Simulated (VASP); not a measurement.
Computed with PBEsol GGA, VASP's PBE PAW potentials (set 64) (plane waves; VASP).

VASP ran on this input.

**POSCAR**
```
AlIn3As4
5.9817080
  1.0000000068   0.0000000000   0.0000000000
  0.0000000000   1.0000000068   0.0000000000
  0.0000000000   0.0000000000   1.0000000068
In As Al
3 4 1
Cart
  1.0000000068   1.0000000068   1.0000000068
  0.5000000034   0.5000000034   1.0000000068
  0.5000000034   1.0000000068   0.5000000034
  0.2394528192   0.2605471842   0.2605471842
  0.7605471875   0.7394528226   0.2605471842
  0.7605471875   0.2605471842   0.7394528226
  0.2394528192   0.7394528226   0.7394528226
  1.0000000068   0.5000000034   0.5000000034
```

**KPOINTS**
```
k-points along high-symmetry lines
15
Line-mode
Reciprocal
  0.000000   0.000000   0.000000 ! GAMMA
  0.000000   0.500000   0.000000 ! X

  0.000000   0.500000   0.000000 ! X
  0.500000   0.500000   0.000000 ! M

  0.500000   0.500000   0.000000 ! M
  0.000000   0.000000   0.000000 ! GAMMA

  0.000000   0.000000   0.000000 ! GAMMA
  0.500000   0.500000   0.500000 ! R

  0.500000   0.500000   0.500000 ! R
  0.000000   0.500000   0.000000 ! X

  0.500000   0.500000   0.500000 ! R
  0.500000   0.500000   0.000000 ! M
```

### INCAR
```
SYSTEM=AlIn3As4
PREC=Accurate; ENCUT=400; LREAL=.FALSE.
LASPH=.TRUE.; ICHARG=11
EDIFF=1E-7; NELM=100; ALGO=Normal
LMAXMIX=4
ISMEAR=0; SIGMA=0.05
GGA=PS
LWAVE=.FALSE.; LCHARG=.FALSE.; LORBIT=11
```

POTCAR, in this order: In_d As Al (PBE.64 set). Program: vasp_std. Read from the step before: CHGCAR.

What will the output report for the number of irreducible k-points (NKPTS), number of bands (NBANDS), largest plane-wave count, number of space-group operations, FFT grid (NGX, NGY, NGZ)?

| Item | Value |
|---|---|
| number of irreducible k-points (NKPTS) | 90 |
| number of bands (NBANDS) | 37 |
| largest plane-wave count | 3912 |
| number of space-group operations | 24 |
| FFT grid (NGX, NGY, NGZ) | 40 × 40 × 40 |

The structure was generated: AlIn3As4 was put into an ordered model structure (P-43m), which need not be its known phase. It was relaxed first.
